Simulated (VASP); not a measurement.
Crystal: GaSn.

```
CELL_PARAMETERS angstrom
0.00000 2.90288 3.09822
2.72925 0.00000 3.09822
2.72925 2.90288 0.00000
ATOMIC_POSITIONS crystal
Ga 0.50000 0.50000 0.50000
Sn 0.00000 0.00000 0.00000
```

The cell was built by a generator and needn't be a form met in nature.

```yaml
Program: VASP 6.6.1
Task: relaxation of cell and atoms
Functional: RPBE
Potentials_or_basis: VASP PAW PBE potentials, release 64 (Ga_d, Sn_d)
Cutoff: 600 eV
k_mesh: 8 × 8 × 8
Occupations: fermi-dirac, width 0.05 eV
Spin: no spin polarisation
```

At the start: pressure 2.7 GPa; volume 24.55 Å³/atom.

Q: How do energy, volume and symmetry change on relaxing?

A: Over 8 steps the energy falls by 65.0 meV/atom and the volume is 25.37 Å³/atom (+3.4 %); space group Fm-3m (No. 225, to 0.05 Å).

The path:
| step | energy change (eV) | largest force (eV/Å) | pressure (GPa) | volume (Å³) |
| --- | --- | --- | --- | --- |
| 1 | 0.0000 | 0.0000 | 2.67 | 49.09 |
| 2 | -0.1117 | 0.0000 | -0.95 | 51.97 |
| 3 | -0.1157 | 0.0000 | -1.68 | 52.91 |
| 4 | -0.1163 | 0.0000 | -1.45 | 52.64 |
| 5 | -0.1295 | 0.0000 | -0.36 | 51.13 |
| 6 | -0.1298 | 0.0000 | -0.21 | 50.92 |
| 7 | -0.1298 | 0.0000 | -0.11 | 50.89 |
| 8 | -0.1301 | 0.0000 | -0.03 | 50.74 |

Final structure:
```yaml
crystal:
  lattice:
    - [0.00000, 2.93783, 2.93491]
    - [2.94243, 0.00000, 2.93491]
    - [2.94243, 2.93783, 0.00000]
  atoms:
    - { symbol: Ga, position: [0.50000, 0.50000, 0.50000] }
    - { symbol: Sn, position: [0.00000, 0.00000, 0.00000] }
```

Caveat: the PAW data sets were made with another functional, which shifts forces and pressure a little.
